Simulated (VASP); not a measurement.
Level of theory: PBE GGA, VASP's PBE PAW potentials (set 64) (plane waves; VASP).

The input files of a VASP run:

### KPOINTS
```
K-points
0
Gamma
 16 16 16
0 0 0
```

**INCAR**
```
GGA  =  PE
ISIF  =  3   ! ions, shape and volume
ISMEAR  =  1
ALGO  =  Normal   ! blocked Davidson
SYSTEM  =  Al
LASPH  =  .TRUE.
PREC  =  Accurate
IBRION  =  2   ! conjugate gradients
SIGMA  =  0.1   ! width (eV)
NSW  =  40   ! most ionic steps
LWAVE  =  .FALSE.
ENCUT  =  500
PSTRESS  =  100   ! kbar
LREAL  =  .FALSE.   ! projection in real space or not
EDIFFG  =  -0.02   ! ionic stop
LCHARG  =  .FALSE.
NELM  =  100
EDIFF  =  1E-6   ! SCF stop (eV)
```

POSCAR:
```
Al
1.0
  0.0000000000   1.9527940330   1.9527940330
  1.9527940330   0.0000000000   1.9527940330
  1.9527940330   1.9527940330   0.0000000000
Al
1
direct
  0.0000000000   0.0000000000   0.0000000000
```

POTCAR, in this order: Al (PBE.64 set). Program: vasp_std.

The resulting files:

File OSZICAR:
```
       N       E                     dE             d eps       ncg     rms          rms(c)
DAV:   1    -0.127322647657E+01   -0.12732E+01   -0.87673E+02  1530   0.319E+02
DAV:   2    -0.371108416347E+01   -0.24379E+01   -0.22239E+01  1865   0.332E+01
DAV:   3    -0.373093390933E+01   -0.19850E-01   -0.19643E-01  1935   0.361E+00
DAV:   4    -0.373100495119E+01   -0.71042E-04   -0.71034E-04  1905   0.204E-01
DAV:   5    -0.373100526864E+01   -0.31745E-06   -0.31794E-06  1985   0.117E-02    0.149E+00
DAV:   6    -0.371665326580E+01    0.14352E-01   -0.11728E-03  1665   0.263E-01    0.868E-01
DAV:   7    -0.370623849022E+01    0.10415E-01   -0.36455E-03  1650   0.429E-01    0.167E-01
DAV:   8    -0.370623608259E+01    0.24076E-05   -0.21829E-05  1910   0.515E-02    0.269E-02
DAV:   9    -0.370623434550E+01    0.17371E-05   -0.88562E-07  1720   0.740E-03    0.108E-03
DAV:  10    -0.370623420265E+01    0.14285E-06   -0.48686E-09   970   0.864E-04
   1 F= -.27766500E+01 E0= -.27767116E+01  d E =-.277665E+01
```

### OUTCAR
```
------------------------ aborting loop because EDIFF is reached ----------------------------------------
  FORCE on cell =-STRESS in cart. coord.  units (eV):
  Direction    XX          YY          ZZ          XY          YZ          ZX
  --------------------------------------------------------------------------------------
  Total        0.9291409      0.9291409      0.9291409     -0.0000000      0.0000000     -0.0000000
  in kB       99.9523095     99.9523095     99.9523095     -0.0000000      0.0000000     -0.0000000
  external PRESSURE =      -0.0476905 kB  Pullay stress =     100.0000000 kB
  volume of cell :       14.89
      direct lattice vectors                 reciprocal lattice vectors
     0.000000000  1.952794033  1.952794033    -0.256043388  0.256043388  0.256043388
     1.952794033  0.000000000  1.952794033     0.256043388 -0.256043388  0.256043388
     1.952794033  1.952794033  0.000000000     0.256043388  0.256043388 -0.256043388
 POSITION                                       TOTAL-FORCE (eV/Angst)
 -----------------------------------------------------------------------------------
      0.00000      0.00000      0.00000         0.000000      0.000000      0.000000
 -----------------------------------------------------------------------------------
    total drift:                               -0.000000     -0.000000     -0.000000
  FREE ENERGIE OF THE ION-ELECTRON SYSTEM (eV)
  ---------------------------------------------------
  free  energy   TOTEN  =        -3.7062342027 eV

  energy  without entropy=       -3.7064190788  energy(sigma->0) =       -3.70629583
  enthalpy is  TOTEN    =        -2.7766500071 eV   P V=        0.9295841955

 reached required accuracy - stopping structural energy minimisation
```
(Selected blocks of OUTCAR.)

The compound is Al in the fcc structure. It was relaxed first under an external pressure of 10 GPa.
